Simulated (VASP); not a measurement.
Method: PBEsol GGA, VASP's PBE PAW potentials (set 64) (plane waves; VASP).

VASP ran on this input.

### INCAR
```
SYSTEM = KMgF3
PREC = Accurate
ENCUT = 520
EDIFF = 1E-7
NELM = 100
ALGO = Normal
LREAL = .FALSE.
LASPH = .TRUE.
ISMEAR = 0
SIGMA = 0.05
GGA = PS
LWAVE = .FALSE.
LCHARG = .FALSE.
LORBIT = 11
ICHARG = 11
```

File KPOINTS:
```
k-points along high-symmetry lines
15
Line-mode
Reciprocal
  0.000000   0.000000   0.000000 ! GAMMA
  0.000000   0.500000   0.000000 ! X

  0.000000   0.500000   0.000000 ! X
  0.500000   0.500000   0.000000 ! M

  0.500000   0.500000   0.000000 ! M
  0.000000   0.000000   0.000000 ! GAMMA

  0.000000   0.000000   0.000000 ! GAMMA
  0.500000   0.500000   0.500000 ! R

  0.500000   0.500000   0.500000 ! R
  0.000000   0.500000   0.000000 ! X

  0.500000   0.500000   0.500000 ! R
  0.500000   0.500000   0.000000 ! M
```

**POSCAR**
```
KMgF3
1
    3.9852643809     0.0000000000    -0.0000000000
   -0.0000000000     3.9852643809     0.0000000000
   -0.0000000000    -0.0000000000     3.9852643809
K Mg F
1 1 3
Direct
  0.0000000000   0.0000000000   0.0000000000
  0.5000000000   0.5000000000   0.5000000000
  0.5000000000   0.0000000000   0.5000000000
  0.0000000000   0.5000000000   0.5000000000
  0.5000000000   0.5000000000   0.0000000000
```

POTCAR, in this order: K_sv Mg F (PBE.64 set). Program: vasp_std. Read from the step before: CHGCAR.

The run wrote:

File OSZICAR:
```
       N       E                     dE             d eps       ncg     rms          rms(c)
DAV:   1     0.235455272377E+03    0.23546E+03   -0.17523E+04  3600   0.156E+03
DAV:   2    -0.137128691076E+02   -0.24917E+03   -0.23952E+03  4912   0.379E+02
DAV:   3    -0.245405875634E+02   -0.10828E+02   -0.10791E+02  4312   0.770E+01
DAV:   4    -0.249091020391E+02   -0.36851E+00   -0.36791E+00  6300   0.116E+01
DAV:   5    -0.249106345720E+02   -0.15325E-02   -0.15324E-02  4176   0.730E-01
DAV:   6    -0.249106792506E+02   -0.44679E-04   -0.44678E-04  5052   0.765E-02
DAV:   7    -0.249106795988E+02   -0.34820E-06   -0.34817E-06  4460   0.961E-03
DAV:   8    -0.249106796075E+02   -0.87139E-08   -0.87697E-08  3304   0.132E-03
   1 F= -.24910680E+02 E0= -.24910680E+02  d E =-.384453E-14
```

OUTCAR:
```
 val. band max:       -1.7043020542   @ k =   0.5000   0.5000   0.5000

 cond. band min:       5.4220377172   @ k =   0.0000   0.0000   0.0000



 k-point     1 :       0.0000    0.0000    0.0000
  band No.  band energies     occupation
      1     -27.1799      2.00000
      2     -21.7170      2.00000
      3     -21.0469      2.00000
      4     -21.0469      2.00000
      5     -10.7447      2.00000
      6     -10.7447      2.00000
      7     -10.7447      2.00000
      8      -4.1583      2.00000
      9      -4.1583      2.00000
     10      -4.1583      2.00000
     11      -2.3377      2.00000
     12      -2.3377      2.00000
     13      -2.3377      2.00000
     14      -2.0289      2.00000
     15      -2.0289      2.00000
     16      -2.0289      2.00000
     17       5.4220      0.00000
     18       8.2380      0.00000
     19       8.2380      0.00000
     20      10.4330      0.00000

 k-point     2 :       0.0000    0.0357    0.0000
  band No.  band energies     occupation
      1     -27.1795      2.00000
      2     -21.7155      2.00000
      3     -21.0488      2.00000
      4     -21.0468      2.00000
      5     -10.7445      2.00000
      6     -10.7440      2.00000
      7     -10.7440      2.00000
      8      -4.1575      2.00000
      9      -4.1568      2.00000
     10      -4.1568      2.00000
     11      -2.3410      2.00000
     12      -2.3405      2.00000
     13      -2.3405      2.00000
     14      -2.0422      2.00000
     15      -2.0316      2.00000
     16      -2.0316      2.00000
     17       5.4457      0.00000
     18       8.2503      0.00000
     19       8.2525      0.00000
     20      10.4404      0.00000

 k-point     3 :       0.0000    0.0714    0.0000
  band No.  band energies     occupation
      1     -27.1784      2.00000
      2     -21.7111      2.00000
      3     -21.0542      2.00000
      4     -21.0463      2.00000
      5     -10.7439      2.00000
      6     -10.7418      2.00000
...
```

The density is held fixed in this step, so its total energy and stress have no physical meaning.

The compound is KMgF3 in the cubic perovskite structure. It was relaxed first.
